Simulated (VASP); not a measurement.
```yaml
crystal:
  lattice:
    - [-1.67492, 1.67492, 5.74011]
    - [1.67492, -1.67492, 5.74011]
    - [1.67492, 1.67492, -5.74011]
  atoms:
    - { symbol: Nb, position: [0.74988, 0.74988, 0.00000] }
    - { symbol: Nb, position: [0.49988, 0.99988, 0.50000] }
    - { symbol: P, position: [0.33275, 0.33275, 0.00000] }
    - { symbol: P, position: [0.08275, 0.58275, 0.50000] }
```

Method: PBE GGA, VASP's PBE PAW potentials (set 64) (plane waves; VASP 6.6.1). Run with 300 eV cut-off, 10×10×10 Γ-centred mesh, Gaussian smearing of 0.20 eV, potentials Nb_sv P.

At this cut-off the stress carries a Pulay error, which pulls relaxed volumes low.

Task: Give the stress tensor in GPa (positive for a compressed cell).

Result: 
```
-1.88   0.00   0.00
 0.00  -1.88   0.00
 0.00   0.00  -2.13
```
The pressure is its mean diagonal, -1.96 GPa.

The structure comes from a computed database's NbP entry; how it stands against other phases isn't given here. The cell was not relaxed at this level.
